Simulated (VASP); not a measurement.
# TiSi2: the relaxed cell at several levels, part 3 of 3

Aim: relax TiSi2 at several levels and hold each cell against experiment. The start is a cell from a database of measured crystal structures.

VASP 6.6.1, plane waves and PAW; the level of theory is named at each step.

Still holding for the runs below: The k-mesh is coarse for a metal.

So far. Step 3 (Relaxation with LDA): It ends at 13.59 Å³/atom, -3.9 % from the start, with -0.01 GPa left. The conventional cell has a = 4.741, b = 8.158 and c = 8.430 Å. Step 4 (Relaxation with r2SCAN): It ends at 14.00 Å³/atom, -1.0 % from the start, with 0.00 GPa left. The conventional cell has a = 4.787, b = 8.256 and c = 8.503 Å.

## Step 5: Relaxation with PBE + D3(BJ)

This step: PBE with D3(BJ); plane waves and PAW (Ti_sv, Si) (VASP 6.6.1).

A dispersion term adds the long-range attraction that semilocal functionals lack. D3 with Becke-Johnson damping keeps a finite attraction at short range.

File INCAR:

```
SYSTEM = TiSi2
PREC = Accurate
ENCUT = 520
EDIFF = 1E-06
NELM = 100
ISMEAR = -1
SIGMA = 0.05
LREAL = .FALSE.
ALGO = Normal
GGA = PE
IVDW = 12
NBANDS = 26
LASPH = .TRUE.
LORBIT = 11
LWAVE = .FALSE.
LCHARG = .FALSE.
KPAR = 2
IBRION = 2
NSW = 60
ISIF = 3
EDIFFG = -0.01
```

File POSCAR:

```
TiSi2
1.0
    0.0000000000      4.1340000000      4.2760500000
    2.4001000000      0.0000000000      4.2760500000
    2.4001000000      4.1340000000      0.0000000000
Ti Si
2 4
Direct
    0.7500000000      0.7500000000      0.7500000000
    0.5000000000      0.5000000000      0.5000000000
    0.0867200000      0.4132800000      0.0867200000
    0.4132800000      0.0867200000      0.4132800000
    0.1632800000      0.8367200000      0.1632800000
    0.8367200000      0.1632800000      0.8367200000
```

File KPOINTS:

```
Automatic mesh
0
Gamma
6 6 6
0 0 0
```

Potentials, in the order of the species: Ti_sv and Si (PBE family, release 64).

Command:

```console
$ mpirun -np 2 vasp_std
```

Log:

```text
[... set-up lines as in an earlier step ...]
 entering main loop
       N       E                     dE             d eps       ncg     rms          rms(c)
[... 14 cycles as in an earlier step ...]
   1 F= -.43927915E+02 E0= -.43920213E+02  d E =-.439279E+02
[... from here on, the cycles between the ionic steps are left out ...]
   2 F= -.43937312E+02 E0= -.43930670E+02  d E =-.939662E-02
   3 F= -.43992204E+02 E0= -.43985070E+02  d E =-.642889E-01
   4 F= -.43993479E+02 E0= -.43986319E+02  d E =-.127534E-02
   5 F= -.43993672E+02 E0= -.43986527E+02  d E =-.146779E-02
   6 F= -.43993827E+02 E0= -.43986698E+02  d E =-.155156E-03
   7 F= -.43993953E+02 E0= -.43986856E+02  d E =-.281019E-03
[...]
reached required accuracy - stopping structural energy minimisation
```

Run time: 2.2 min. Hardware: 2 MPI ranks of Intel Xeon 6975P-C (Granite Rapids), shared host; peak memory 0.58 GiB.

OUTCAR, selected parts (step 5):

```text
 Edisp (eV)   -3.33318

 Edisp (eV)   -3.33335

  Total       0.02587    -0.01107    -0.01055     0.00000     0.00000     0.00000
  in kB       0.50916    -0.21784    -0.20756     0.00000     0.00000     0.00000
  external pressure =        0.03 kB  Pullay stress =        0.00 kB

 POSITION                                       TOTAL-FORCE (eV/Angst)
 -----------------------------------------------------------------------------------
      3.55274      6.10678      6.33240        -0.000000     -0.000000      0.000000
      2.36849      4.07119      4.22160         0.000000     -0.000000     -0.000000
      1.18425      0.69964      2.11080         0.000000     -0.000673      0.000000
      1.18425      3.37154      2.11080         0.000000      0.000673      0.000000
      2.36849      1.33595      4.22160        -0.000000      0.000673     -0.000000
      2.36849      6.80643      4.22160        -0.000000     -0.000673     -0.000000
 -----------------------------------------------------------------------------------
    total drift:                               -0.000000     -0.000000     -0.000000

  FREE ENERGIE OF THE ION-ELECTRON SYSTEM (eV)
  ---------------------------------------------------
  free  energy   TOTEN  =       -43.9939526440 eV

  energy  without entropy=      -43.9797595705  energy(sigma->0) =      -43.98685611

[... 2 parts as in an earlier step ...]

[... 2 further parts left out ...]
[key lines of the parts left out:]
E-fermi :  10.6187
```

Dispersion corrections of this kind ignore metallic screening and tend to overbind metals.

Relaxation path:

```tsv
step	energy less that of the first step (eV)	largest force (eV/Å)	pressure (GPa)	volume (Å³)
1	0.0000	0.0306	-5.88	84.85
2	-0.0094	0.0625	6.16	78.63
3	-0.0643	0.0466	-0.06	81.53
4	-0.0656	0.0265	0.02	81.38
5	-0.0658	0.0321	0.01	81.42
6	-0.0659	0.0214	0.00	81.42
7	-0.0660	0.0007	0.00	81.41
```

```tsv
conventional cell, symmetrised	before	after	change
a (Å)	4.800	4.737	-1.3 %
b (Å)	8.268	8.142	-1.5 %
c (Å)	8.552	8.443	-1.3 %
volume (Å³/atom)	14.14	13.57	-4.1 %
```

The relaxed structure:

```xyz
6
Lattice="0.0000 4.0712 4.2216 2.3685 0.0000 4.2216 2.3685 4.0712 0.0000" Properties=species:S:1:pos:R:3 pbc="T T T"
Ti    3.5527    6.1068    6.3324
Ti    2.3685    4.0712    4.2216
Si    1.1842    0.6996    2.1108
Si    1.1842    3.3715    2.1108
Si    2.3685    1.3360    4.2216
Si    2.3685    6.8064    4.2216
```

It ends at 13.57 Å³/atom, -4.1 % from the start, with 0.00 GPa left. The conventional cell has a = 4.737, b = 8.142 and c = 8.443 Å. Against plain PBE, the dispersion term moves a by -1.6 %, b by -1.7 % and c by -1.1 %.

## Step 6: The cells as a table

This step: relaxed cells at several levels; plane waves and PAW (VASP 6.6.1).

This step runs nothing: it gathers the runs above.

Lengths are those of the conventional cell; cost is the wall time of each run, as given at its step, times its ranks, without the set-up around it. Results by level, by row:

```tsv
level	volume (Å³/atom)	change from the start (%)	a (Å)	b (Å)	c (Å)	cost (core minutes)
PBE	14.18	0.2	4.812	8.281	8.54	3.23
LDA	13.59	-3.9	4.741	8.158	8.43	5.9
r2SCAN	14	-1	4.787	8.256	8.503	8.17
PBE + D3(BJ)	13.57	-4.1	4.737	8.142	8.443	4.43
```

## Step 7: Results

| Quantity | Value |
| --- | --- |
| volume, PBE | 14.18 Å³/atom |
| volume, LDA | 13.59 Å³/atom |
| volume, r2SCAN | 14.00 Å³/atom |
| volume, PBE + D3(BJ) | 13.57 Å³/atom |

**Reading.** For TiSi2 the levels give volumes between 13.57 Å³/atom (PBE + D3(BJ)) and 14.18 Å³/atom (PBE), a spread of 4.5 %, while the cost of the finished runs spans a factor of 2.5. Against the volume of the start, a cell from experiment, PBE comes nearest (+0.2 %) and PBE + D3(BJ) lies farthest (-4.1 %); thermal expansion is in that cell alone. Within 2 % of it: PBE and r2SCAN. The costs hold the number of ionic steps as well as the price of the functional. Against the listed lengths the levels give a from -1.3 % to +0.2 %, b from -1.5 % to +0.2 % and c from -1.4 % to -0.1 %. Adding D3(BJ) to PBE changes the volume by -4.3 % (a by -1.6 %, b by -1.7 % and c by -1.1 %). Pairwise corrections of the D and TS kind ignore the screening in a metal, so they may overbind here. Within 0.02 Å all end in space group Fddd; the runs can't lower the symmetry of the start. The k-sampling is coarse for a metal, so the Fermi level, pressures and the shape of the cell carry errors. Each is a single relaxation on the plane waves of the start cell, so larger changes of volume carry a basis-set error that was not tested here. Zero-point and thermal expansion are not included.

[Lines on the potential files, build, host, timing and source positions are cut from VASP's logs without a mark.]

[Logs are printed without paths, hosts, clocks, repeated set-up lines and the standing remarks that a program may print on its own settings, such as how far it seeks lower states.]

[Hosts, paths, dates, database ids (printed as entryN), source tags and the programs' standing remarks are cut or masked in the printed files.]

[A measured line is paired with the nearest computed mode of its activity, which favours agreement.]
